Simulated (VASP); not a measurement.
```
AlN
1.0
    1.54592    -2.67762     0.00000
    1.54592     2.67762     0.00000
    0.00000     0.00000     4.95145
Al N
2 2
Direct
  0.66667   0.33333   0.50007
  0.33333   0.66667   0.00007
  0.66667   0.33333   0.88193
  0.33333   0.66667   0.38193
```

Level of theory: LDA (Ceperley-Alder, Perdew-Zunger), VASP's LDA PAW potentials (set 64) (plane waves; VASP 6.6.1). Settings: 520 eV cut-off, 7×7×4 Γ-centred mesh, Gaussian smearing of 0.050 eV, potentials Al N.

Predict the energy per atom (σ→0).

| Quantity | Result |
|---|---|
| energy per atom (σ→0) | -8.210 eV/atom |

Total energies compare only between runs with the same potentials, cut-off and functional.

The compound is AlN in the wurtzite structure. It was relaxed first. The start is the result of an earlier pass.
